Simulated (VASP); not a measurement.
# AgBr (rock salt): computed properties

The numbers are results of PBEsol GGA, VASP's PBE PAW potentials (set 64) (plane waves; VASP 6.6.1), not measurements.

```yaml
space_group: Fm-3m (225)
cell: a = b = c = 5.6667 Å, α = β = γ = 90.00°
volume_per_atom: 22.75 Å³/atom
band gap (over mesh and band path): 0.50 eV
smallest direct gap (over mesh and band path): 2.59 eV
hill_bulk_modulus: 53.2 GPa
hill_shear_modulus: 10.6 GPa
Poisson's ratio: 0.407
band_edge_character_without_spin_orbit_coupling: indirect, L to Γ
band_gap_with_spin_orbit_coupling: 0.42 eV
density: 6.85 g/cm³
mean ε∞ (DFPT): 6.51
mean ε∞ (independent particles): 6.75
C11: 79.7 GPa
C12: 40.0 GPa
C44: 6.7 GPa
```

```
CELL_PARAMETERS angstrom
      0.00000     2.83334     2.83334
      2.83334     0.00000     2.83334
      2.83334     2.83334     0.00000
ATOMIC_POSITIONS crystal
  Ag 0.00000 0.00000 0.00000
  Br 0.50000 0.50000 0.50000
```

Measured: ε∞ 4.70 at 300 K (computed value off by +38.5 %), as given by Rakita et al., (2019), arXiv:1907.03971.

The compound is AgBr in the rock salt structure. It was relaxed first, which changed the volume by -5 %. Symmetry was kept, so distortions that lower it aren't found.
